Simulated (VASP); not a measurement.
An input for Ansatz (written as the equivalent of a VASP run, and not itself run):

Ansatz 0.2 input:
```yaml
crystal:
  lattice:
    - [0.0000000, 2.9591421, 2.9591421]
    - [2.9591421, 0.0000000, 2.9591421]
    - [2.9591421, 2.9591421, 0.0000000]
  atoms:
    - { symbol: Pb, position: [0.0000000, 0.0000000, 0.0000000] }
    - { symbol: F, position: [0.2500000, 0.2500000, 0.2500000] }
    - { symbol: F, position: [0.7500000, 0.7500000, 0.7500000] }
kpoints:
  mp_grid: { grid: [6, 6, 6] }
hamiltonian:
  xc: r2scan
  pseudopotentials: { kind: paw }
scf:
  occupations: { method: gaussian, width: 0.05 }
  max_iter: 100
relax:
  max_steps: 40
  f_tol: 0.01
  cell: { p_target: 20 }
output: { forces: true, stress: true, eigenvalues: true }
```

### Question
Translate this input to VASP (INCAR, KPOINTS, POSCAR, choice of POTCAR).

### Answer
One answer among several that fit: 
File POSCAR:
```
PbF2
1
    0.0000000000     2.9591420605     2.9591420605
    2.9591420605     0.0000000000     2.9591420605
    2.9591420605     2.9591420605    -0.0000000000
Pb F
1 2
Direct
  0.0000000000   0.0000000000   0.0000000000
  0.2500000000   0.2500000000   0.2500000000
  0.7500000000   0.7500000000   0.7500000000
```

### INCAR
```
! general
SYSTEM   =  PbF2
PREC     =  Accurate
ENCUT    =  600
LREAL    =  .False.
LASPH    =  .True.

! electronic loop
EDIFF    =  1E-7
NELM     =  100
ALGO     =  Normal
LMAXMIX  =  4
LMIXTAU  =  .True.

! smearing
ISMEAR   =  0
SIGMA    =  0.05

! functional
METAGGA  =  R2SCAN

! ions
IBRION   =  2
NSW      =  40
ISIF     =  3
EDIFFG   =  -0.01
PSTRESS  =  200

! output
LWAVE    =  .False.
LCHARG   =  .False.
```

### KPOINTS
```
kpoints
0
gamma
  6 6 6
```

POTCAR, in this order: Pb_d F (PBE.64 set). Program: vasp_std.

What does not carry over: each code has its own PAW files, so the cut-off isn't converted (ENCUT is set for VASP's; basis.ecutwfc is left out, and Ansatz then takes the one that its files recommend); Ansatz stops its SCF on the density residual and VASP on the energy change (EDIFF).

The compound is PbF2 in the fluorite structure, the β form. This run relaxes it under an external pressure of 20 GPa. Symmetry was kept, so distortions that lower it aren't found.
